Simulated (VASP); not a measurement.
ZrN (rock salt): the bulk modulus from VASP (plane waves, PAW) at several levels of theory. Static lattice, third-order Birch-Murnaghan fit over five volumes.

```tsv
level	bulk modulus (GPa)
LDA	282
PBE	249
PBEsol	268
PBE-D4	256
optB88-vdW	253
rev-vdW-DF2	258
```

The cell of the LDA run:

ZrN is taken in the cubic space group Fm-3m (No. 225), the rock salt structure, Pearson symbol cF8. Lattice parameters: a = 4.530 Å, b = 4.530 Å, c = 4.530 Å, α = 90.00°, β = 90.00°, γ = 90.00°. Zr on 4a sees 6 N at 2.265 Å (octahedral). N on 4b sees 6 Zr at 2.265 Å (octahedral). (Neighbours: up to the widest gap in distance over summed covalent radii, below 1.35, at either atom; cation-cation and far metal-metal contacts left out.)
(The calculation used a cell of 2 atoms; values per cell refer to that cell.)

Only levels that ran to the end are used. Left out are those held back, those with too coarse a band path, GW runs whose mesh misses a band edge, hybrids' fits of cells that aren't cubic and levels without matching references; a question may draw on a part of the rest.

The compound is ZrN in the rock salt structure.
